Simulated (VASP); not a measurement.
Data:

```
CELL_PARAMETERS angstrom
      0.00000     2.41009     2.41009
      2.41009     0.00000     2.41009
      2.41009     2.41009     0.00000
ATOMIC_POSITIONS crystal
  Pb 0.00000 0.00000 0.00000
```

All values below come from MS2 meta-GGA, VASP's PBE PAW potentials (set 64) (plane waves; VASP). Run with 520 eV cut-off, 13×13×13 Γ-centred mesh, first-order Methfessel-Paxton smearing of 0.10 eV, potentials Pb_d.

Task: Give the stress tensor in GPa (positive for a compressed cell).

Result: 
```
3.69  0.00  0.00
0.00  3.69  0.00
0.00  0.00  3.69
```
The pressure is its mean diagonal, 3.69 GPa.

The compound is Pb in the fcc structure. This cell is one point of a volume scan, at 0.94 of the reference volume.
